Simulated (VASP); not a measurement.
# CdSe (Cadmoselite): convergence with the smearing and SCF solver, part 3 of 4

How sensitive are energy, pressure and forces of CdSe (Cadmoselite) to the smearing and SCF solver? The series runs use PBE. The start is a cell from a database of measured crystal structures.

VASP 6.6.1; PBE; plane waves and PAW (Cd, Se).

Still holding for the runs below: Spin-orbit coupling is off here; it would split degenerate levels, and it lifts a valence top of Se p states by about 0.1 eV.

So far. Step 12 (Smearing: ISMEAR = -5): Against the first of the series the energy at zero width stays within 0.01 meV an atom and the pressure within 0.01 GPa, after 14 cycles in 4.6 s. Step 14 (SCF solver: ALGO = Normal): The series starts at -2.7204 eV an atom and 2.98 GPa, after 14 cycles in 4.8 s.

The database entry behind the starting cell differs from later determinations by our own check (inner coordinate of an old entry), so it need not match the best structure at ambient conditions.

### Step 15. SCF solver: ALGO = Fast

INCAR

```
SYSTEM = CdSe
PREC = Accurate
ENCUT = 400
EDIFF = 1E-06
NELM = 100
ISMEAR = -1
SIGMA = 0.05
LREAL = .FALSE.
ALGO = Fast
GGA = PE
NBANDS = 24
LORBIT = 11
LWAVE = .FALSE.
LCHARG = .FALSE.
KPAR = 4
ISIF = 2
```

POSCAR

```
CdSe
1.0
    4.3000000000      0.0000000000      0.0000000000
   -2.1500000000      3.7239092363      0.0000000000
    0.0000000000      0.0000000000      7.0200000000
Cd Se
2 2
Direct
    0.3333333333      0.6666666667      0.0000000000
    0.6666666667      0.3333333333      0.5000000000
    0.3333333333      0.6666666667      0.3850000000
    0.6666666667      0.3333333333      0.8850000000
```

KPOINTS

```
Automatic mesh
0
Gamma
5 5 3
0 0 0
```

The projector-augmented-wave data sets are Cd and Se (PBE family, release 64).

Launch:

```bash
$ mpirun -np 4 vasp_std
```

The program printed:

```text
[... set-up lines as in an earlier step ...]
 entering main loop
       N       E                     dE             d eps       ncg     rms          rms(c)
[... 5 cycles as in an earlier step ...]
RMM:   6    -0.109245194986E+02    0.71990E+00   -0.14211E+00   480   0.641E+00    0.724E+00
RMM:   7    -0.108862163261E+02    0.38303E-01   -0.58179E-01   489   0.314E+00    0.209E+00
RMM:   8    -0.108808790295E+02    0.53373E-02   -0.27566E-02   521   0.938E-01    0.806E-01
RMM:   9    -0.108815487175E+02   -0.66969E-03   -0.64656E-03   537   0.469E-01    0.263E-01
RMM:  10    -0.108814209524E+02    0.12777E-03   -0.76189E-04   570   0.208E-01    0.619E-02
RMM:  11    -0.108815323602E+02   -0.11141E-03   -0.25586E-04   547   0.896E-02    0.246E-02
RMM:  12    -0.108815323571E+02    0.30946E-08   -0.30608E-05   561   0.278E-02    0.849E-03
RMM:  13    -0.108815348197E+02   -0.24626E-05   -0.10867E-05   460   0.165E-02    0.396E-03
RMM:  14    -0.108815343884E+02    0.43126E-06   -0.24097E-06   424   0.805E-03
   1 F= -.10881534E+02 E0= -.10881517E+02  d E =-.345370E-04
```

It took 5.4 s on 4 MPI ranks of Intel Xeon 6975P-C (Granite Rapids), shared host; peak memory 0.68 GiB.

OUTCAR, selected parts (step 15):

```text
  Total        2.6108559      2.6108559      1.0878212      0.0000000      0.0000000      0.0000000
  in kB       37.2124983     37.2124983     15.5047031      0.0000000      0.0000000      0.0000000
  external PRESSURE =      29.9765666 kB  Pullay stress =       0.0000000 kB

 POSITION                                       TOTAL-FORCE (eV/Angst)
 -----------------------------------------------------------------------------------
     -0.00000      2.48261      0.00000        -0.000000     -0.000000      0.295429
      2.15000      1.24130      3.51000         0.000000     -0.000000      0.295429
     -0.00000      2.48261      2.70270         0.000000     -0.000000     -0.295429
      2.15000      1.24130      6.21270         0.000000      0.000000     -0.295429
 -----------------------------------------------------------------------------------
    total drift:                               -0.000000     -0.000000      0.000228

  FREE ENERGIE OF THE ION-ELECTRON SYSTEM (eV)
  ---------------------------------------------------
  free  energy   TOTEN  =       -10.8815343884 eV

  energy  without entropy=      -10.8814998514  energy(sigma->0) =      -10.88151712

[... 2 parts as in an earlier step ...]

[... 1 further part left out ...]
[key lines of the parts left out:]
E-fermi :   1.3189
```

Against the first of the series the energy stays within 0.01 meV an atom; the pressure moves by +0.02 GPa, after 14 cycles in 5.4 s.

### Step 16. SCF solver: ALGO = VeryFast

Edit INCAR of step 15 so:

```diff
@@ -8,3 +8,3 @@
 LREAL = .FALSE.
-ALGO = Fast
+ALGO = VeryFast
 GGA = PE
```

POSCAR is that of step 15.

KPOINTS is that of step 15.

Launch:

```bash
$ mpirun -np 4 vasp_std
```

The program printed:

```text
[... set-up lines as in an earlier step ...]
 entering main loop
       N       E                     dE             d eps       ncg     rms          rms(c)
RMM:   1     0.392474925485E+03    0.39247E+03   -0.11114E+04   240   0.958E+02
RMM:   2     0.865776481699E+02   -0.30590E+03   -0.31168E+03   240   0.266E+02
RMM:   3     0.110920260723E+02   -0.75486E+02   -0.77560E+02   240   0.126E+02
RMM:   4    -0.765458152301E+01   -0.18747E+02   -0.16063E+02   240   0.618E+01
[...]
RMM:  18    -0.108815304730E+02   -0.64527E-04   -0.81015E-05   567   0.503E-02    0.123E-02
RMM:  19    -0.108815334728E+02   -0.29998E-05   -0.13097E-05   566   0.230E-02    0.365E-03
RMM:  20    -0.108815342367E+02   -0.76386E-06   -0.23953E-06   427   0.909E-03
   1 F= -.10881534E+02 E0= -.10881517E+02  d E =-.345077E-04
```

Elapsed: 5.6 s, on 4 MPI ranks; peak memory 0.68 GiB.

OUTCAR, selected parts (step 16):

```text
  Total        2.6084532      2.6084532      1.0853773      0.0000000     -0.0000000      0.0000000
  in kB       37.1782530     37.1782530     15.4698706      0.0000000     -0.0000000      0.0000000
  external PRESSURE =      29.9421256 kB  Pullay stress =       0.0000000 kB

 POSITION                                       TOTAL-FORCE (eV/Angst)
 -----------------------------------------------------------------------------------
     -0.00000      2.48261      0.00000         0.000000      0.000000      0.295386
      2.15000      1.24130      3.51000        -0.000000     -0.000000      0.295386
     -0.00000      2.48261      2.70270         0.000000     -0.000000     -0.295386
      2.15000      1.24130      6.21270        -0.000000      0.000000     -0.295386
 -----------------------------------------------------------------------------------
    total drift:                               -0.000000     -0.000000      0.000076

  FREE ENERGIE OF THE ION-ELECTRON SYSTEM (eV)
  ---------------------------------------------------
  free  energy   TOTEN  =       -10.8815342367 eV

  energy  without entropy=      -10.8814997290  energy(sigma->0) =      -10.88151698

[... 2 parts as in an earlier step ...]

[... 1 further part left out ...]
[key lines of the parts left out:]
E-fermi :   1.3188
```

Against the first of the series the energy stays within 0.01 meV an atom; the pressure moves by +0.02 GPa, after 20 cycles in 5.6 s.

### Step 17. SCF solver: ALGO = All

Edit INCAR of step 16 so:

```diff
@@ -8,3 +8,3 @@
 LREAL = .FALSE.
-ALGO = VeryFast
+ALGO = All
 GGA = PE
```

POSCAR is that of step 16.

KPOINTS is that of step 16.

Launch:

```bash
$ mpirun -np 4 vasp_std
```

The program printed:

```text
[... set-up lines as in an earlier step ...]
 entering main loop
       N       E                     dE             d eps       ncg     rms           ort
DAV:   1     0.209601643756E+03    0.20960E+03   -0.15795E+04   240   0.114E+03
DAV:   2    -0.182990316370E+01   -0.21143E+03   -0.20668E+03   240   0.303E+02
DAV:   3    -0.115799080225E+02   -0.97500E+01   -0.97245E+01   240   0.672E+01
DAV:   4    -0.116439115787E+02   -0.64004E-01   -0.63989E-01   240   0.528E+00
DAV:   5    -0.116444239976E+02   -0.51242E-03   -0.51238E-03   240   0.421E-01
SDA:   6    -0.984348678403E+01    0.18009E+01   -0.51238E-03   240   0.469E+01   0.000E+00
 gam= 0.000 g(H,U,f)=  0.368E+01 0.101E+01 0.212E-05 ort(H,U,f) = 0.000E+00 0.000E+00 0.000E+00
 gam= 0.000 trial= 0.400  step=  0.3815 mean=  0.4000
CGA:   7    -0.107377228383E+02   -0.89424E+00   -0.89446E+00   240   0.388E+00   0.119E-01
 gam= 0.083 g(H,U,f)=  0.280E+00 0.108E+00 0.265E-05 ort(H,U,f) =-0.312E+00 0.324E+00 0.684E-05
 gam= 0.083 trial= 0.398  step=  0.5864 mean=  0.3982
[...]
gam= 0.194 trial= 0.527  step=  0.5268 mean=  0.5270
CGA:  13    -0.108815321239E+02   -0.98027E-05   -0.98031E-05   240   0.476E-05   0.416E-05
 gam= 0.121 g(H,U,f)=  0.469E-05 0.703E-07 0.136E-11 ort(H,U,f) = 0.404E-05 0.117E-06 0.189E-11
 gam= 0.121 trial= 0.527  step=  0.7138 mean=  0.5270
CGA:  14    -0.108815340216E+02   -0.18977E-05   -0.18784E-05   240   0.908E-06   0.205E-06
 gam= 0.191 g(H,U,f)=  0.876E-06 0.320E-07 0.682E-12 ort(H,U,f) = 0.151E-06 0.546E-07 0.766E-12
 gam= 0.191 trial= 0.546  step= 19.1580 mean=  0.5457
  continued last = 1.842  step=  1.0585 harm= 19.1583 4th-ord=  1.0585
  continued last = 1.228  step=  0.8815 harm= 19.1583 4th-ord=  0.8815
  continued last = 0.819  step=  0.8816 harm=  0.8776 4th-ord=  0.8311 spline=  0.8816
  steps along line     -0.54571E-04   0.54571E-04   0.54571E+00   0.18418E+01   0.12278E+01   0.81856E+00
  energies along line   0.51713E-10  -0.51713E-10  -0.50976E-06   0.12267E-06  -0.50013E-06  -0.59216E-06
SDA:  15    -0.108815346165E+02   -0.59487E-06   -0.59470E-06   240   0.594E-06  -0.414E-06
 gam= 0.000 g(H,U,f)=  0.564E-06 0.300E-07 0.206E-11 ort(H,U,f) =-0.409E-06-0.497E-08 0.414E-12
 gam= 0.000 trial= 0.579  step=  0.2104 mean=  0.5793
 final diagonalization occupied
   1 F= -.10881535E+02 E0= -.10881517E+02  d E =-.345199E-04
```

It took 6.2 s on 4 MPI ranks; peak memory 0.71 GiB; 21 s of CPU time.

Parts of OUTCAR (step 17):

```text
  Total        2.6091496      2.6091496      1.0862693      0.0000000     -0.0000000      0.0000000
  in kB       37.1881792     37.1881792     15.4825843      0.0000000     -0.0000000      0.0000000
  external PRESSURE =      29.9529809 kB  Pullay stress =       0.0000000 kB

 POSITION                                       TOTAL-FORCE (eV/Angst)
 -----------------------------------------------------------------------------------
     -0.00000      2.48261      0.00000         0.000000     -0.000000      0.295264
      2.15000      1.24130      3.51000        -0.000000      0.000000      0.295264
     -0.00000      2.48261      2.70270        -0.000000      0.000000     -0.295264
      2.15000      1.24130      6.21270        -0.000000      0.000000     -0.295264
 -----------------------------------------------------------------------------------
    total drift:                               -0.000000     -0.000000     -0.000514

  FREE ENERGIE OF THE ION-ELECTRON SYSTEM (eV)
  ---------------------------------------------------
  free  energy   TOTEN  =       -10.8815346165 eV

  energy  without entropy=      -10.8815000966  energy(sigma->0) =      -10.88151736

[... 2 parts as in an earlier step ...]

[... 1 further part left out ...]
[key lines of the parts left out:]
E-fermi :   1.3189
```

Against the first of the series the energy stays within 0.01 meV an atom; the pressure moves by +0.02 GPa, after 15 cycles in 6.2 s.

### Step 18. SCF solver: ALGO = Damped

Edit INCAR of step 17 so:

```diff
@@ -8,3 +8,3 @@
 LREAL = .FALSE.
-ALGO = All
+ALGO = Damped
 GGA = PE
```

POSCAR is that of step 17.

KPOINTS is that of step 17.

Launch:

```bash
$ mpirun -np 4 vasp_std
```

The program printed:

```text
[... set-up lines as in an earlier step ...]
 entering main loop
       N       E                     dE             d eps       ncg     rms           ort
DAV:   1     0.378356386154E+03    0.37836E+03   -0.14160E+04   240   0.114E+03
DAV:   2     0.568406601898E+02   -0.32152E+03   -0.30948E+03   240   0.398E+02
DAV:   3    -0.249632751464E+01   -0.59337E+02   -0.58436E+02   240   0.156E+02
DAV:   4    -0.980787019516E+01   -0.73115E+01   -0.72367E+01   240   0.580E+01
[...]
DMP:  20    -0.108815325139E+02   -0.10531E-05   -0.17709E-05   240   0.417E-05   0.674E-06
DMP:  21    -0.108815339998E+02   -0.14859E-05   -0.55360E-06   240   0.917E-06   0.122E-05
DMP:  22    -0.108815345344E+02   -0.53466E-06   -0.19759E-06   240   0.467E-06   0.699E-07
 final diagonalization occupied
   1 F= -.10881535E+02 E0= -.10881517E+02  d E =-.344742E-04
```

It took 5.6 s on 4 MPI ranks; peak memory 0.71 GiB; 19 s of CPU time.

Parts of OUTCAR (step 18):

```text
  Total        2.6105063      2.6105063      1.0873316      0.0000000     -0.0000000     -0.0000000
  in kB       37.2075156     37.2075156     15.4977242      0.0000000     -0.0000000     -0.0000000
  external PRESSURE =      29.9709185 kB  Pullay stress =       0.0000000 kB

 POSITION                                       TOTAL-FORCE (eV/Angst)
 -----------------------------------------------------------------------------------
     -0.00000      2.48261      0.00000         0.000000      0.000000      0.295421
      2.15000      1.24130      3.51000        -0.000000     -0.000000      0.295421
     -0.00000      2.48261      2.70270         0.000000     -0.000000     -0.295421
      2.15000      1.24130      6.21270         0.000000     -0.000000     -0.295421
 -----------------------------------------------------------------------------------
    total drift:                               -0.000000     -0.000000      0.000428

  FREE ENERGIE OF THE ION-ELECTRON SYSTEM (eV)
  ---------------------------------------------------
  free  energy   TOTEN  =       -10.8815345344 eV

  energy  without entropy=      -10.8815000603  energy(sigma->0) =      -10.88151730

[... 2 parts as in an earlier step ...]

[... 1 further part left out ...]
[key lines of the parts left out:]
E-fermi :   1.3188
```

Against the first of the series the energy stays within 0.01 meV an atom; the pressure moves by +0.02 GPa, after 22 cycles in 5.6 s.

### Step 19. SCF solver: AMIX = 0.1, BMIX = 0.01

Edit INCAR of step 18 so:

```diff
@@ -8,3 +8,3 @@
 LREAL = .FALSE.
-ALGO = Damped
+ALGO = Normal
 GGA = PE
@@ -16 +16,3 @@
 ISIF = 2
+AMIX = 0.1
+BMIX = 0.01
```

POSCAR is that of step 18.

KPOINTS is that of step 18.

Launch:

```bash
$ mpirun -np 4 vasp_std
```

The program printed:

```text
[... set-up lines as in an earlier step ...]
 entering main loop
       N       E                     dE             d eps       ncg     rms          rms(c)
[... 5 cycles as in an earlier step ...]
DAV:   6    -0.113241112921E+02    0.32031E+00   -0.14396E-01   560   0.366E+00    0.843E+00
DAV:   7    -0.108917318069E+02    0.43238E+00   -0.24042E+00   560   0.135E+01    0.641E+00
DAV:   8    -0.109039787592E+02   -0.12247E-01   -0.69264E-01   504   0.102E+01    0.271E+00
DAV:   9    -0.108830959916E+02    0.20883E-01   -0.75465E-02   568   0.357E+00    0.617E-01
[...]
DAV:  14    -0.108815364427E+02   -0.22474E-05   -0.28703E-05   552   0.327E-02    0.205E-02
DAV:  15    -0.108815351340E+02    0.13087E-05   -0.14642E-05   576   0.321E-02    0.418E-03
DAV:  16    -0.108815348717E+02    0.26232E-06   -0.48053E-06   496   0.250E-02
   1 F= -.10881535E+02 E0= -.10881518E+02  d E =-.344709E-04
```

The job ended after 5.2 s (4 MPI ranks; peak memory 0.71 GiB).

From OUTCAR (step 19):

```text
  Total        2.6027390      2.6027390      1.0818332      0.0000000     -0.0000000      0.0000000
  in kB       37.0968083     37.0968083     15.4193552      0.0000000     -0.0000000      0.0000000
  external PRESSURE =      29.8709906 kB  Pullay stress =       0.0000000 kB

 POSITION                                       TOTAL-FORCE (eV/Angst)
 -----------------------------------------------------------------------------------
     -0.00000      2.48261      0.00000         0.000000     -0.000000      0.295323
      2.15000      1.24130      3.51000        -0.000000     -0.000000      0.295323
     -0.00000      2.48261      2.70270        -0.000000      0.000000     -0.295323
      2.15000      1.24130      6.21270         0.000000      0.000000     -0.295323
 -----------------------------------------------------------------------------------
    total drift:                               -0.000000     -0.000000      0.000023

  FREE ENERGIE OF THE ION-ELECTRON SYSTEM (eV)
  ---------------------------------------------------
  free  energy   TOTEN  =       -10.8815348717 eV

  energy  without entropy=      -10.8815004008  energy(sigma->0) =      -10.88151764

[... 2 parts as in an earlier step ...]

[... 1 further part left out ...]
[key lines of the parts left out:]
E-fermi :   1.3188
```

Against the first of the series the energy stays within 0.01 meV an atom; the pressure moves by +0.01 GPa, after 16 cycles in 5.2 s.

### Step 20. SCF solver: AMIX = 0.8

Edit INCAR of step 19 so:

```diff
@@ -16,3 +16,2 @@
 ISIF = 2
-AMIX = 0.1
-BMIX = 0.01
+AMIX = 0.8
```

POSCAR is that of step 19.

KPOINTS is that of step 19.

Launch:

```bash
$ mpirun -np 4 vasp_std
```

The program printed:

```text
[... set-up lines as in an earlier step ...]
 entering main loop
       N       E                     dE             d eps       ncg     rms          rms(c)
[... 5 cycles as in an earlier step ...]
DAV:   6    -0.109950676065E+02    0.64936E+00   -0.54566E+00   552   0.225E+01    0.812E+00
DAV:   7    -0.108759190227E+02    0.11915E+00   -0.11090E+00   504   0.124E+01    0.280E+00
DAV:   8    -0.108857002546E+02   -0.97812E-02   -0.10376E-01   512   0.207E+00    0.100E+00
DAV:   9    -0.108816738900E+02    0.40264E-02   -0.12623E-02   560   0.810E-01    0.118E-01
DAV:  10    -0.108815668715E+02    0.10702E-03   -0.23410E-03   560   0.353E-01    0.909E-02
DAV:  11    -0.108815335046E+02    0.33367E-04   -0.23237E-04   560   0.166E-01    0.218E-02
DAV:  12    -0.108815347294E+02   -0.12248E-05   -0.26523E-05   584   0.232E-02    0.343E-03
DAV:  13    -0.108815346886E+02    0.40767E-07   -0.40004E-07   352   0.589E-03
   1 F= -.10881535E+02 E0= -.10881517E+02  d E =-.345115E-04
```

Run time: 4.2 s. Hardware: 4 MPI ranks; peak memory 0.7 GiB; 14 s of CPU time.

[end of part 3 of 4]

[Lines on the potential files, build, host, timing and source positions are cut from VASP's logs without a mark.]

[Logs are printed without paths, hosts, clocks, repeated set-up lines and the standing remarks that a program may print on its own settings, such as how far it seeks lower states.]

[Hosts, paths, dates, database ids (printed as entryN), source tags and the programs' standing remarks are cut or masked in the printed files.]

[A measured line is paired with the nearest computed mode of its activity, which favours agreement.]
